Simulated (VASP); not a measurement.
The system is GaSb.

```
Ga Sb
1.0
     0.00000    3.05900    3.05900
     3.05900    0.00000    3.05900
     3.05900    3.05900    0.00000
Ga Sb
1 1
Direct
  0.00000 0.00000 0.00000
  0.25000 0.25000 0.25000
```

* Program: VASP 6.6.1
* Task: relaxation of cell and atoms
* Functional: PBE
* Potentials or basis: VASP PAW PBE potentials, release 64 (Ga_d, Sb)
* Cutoff: 520 eV
* k mesh: 10 × 10 × 10
* Occupations: gaussian, width 0.02 eV
* Spin: no spin polarisation

At the start: pressure 2.4 GPa; volume 28.62 Å³/atom.

Problem. Where does the relaxation end?

Solution. Over 3 steps the energy falls by 10.2 meV/atom and the volume is 30.04 Å³/atom (+5.0 %); space group F-43m (No. 216, to 0.05 Å).

Step by step:
```csv
step,energy change (eV),largest force (eV/Å),pressure (GPa),volume (Å³)
1,0.0000,0.0000,2.38,57.25
2,-0.0190,0.0000,-0.53,60.84
3,-0.0203,0.0000,-0.01,60.09
```

Final structure:
```yaml
crystal:
  lattice:
    - [0.00000, 3.10877, 3.10877]
    - [3.10877, 0.00000, 3.10877]
    - [3.10877, 3.10877, 0.00000]
  atoms:
    - { symbol: Ga, position: [0.00000, 0.00000, 0.00000] }
    - { symbol: Sb, position: [0.25000, 0.25000, 0.25000] }
```
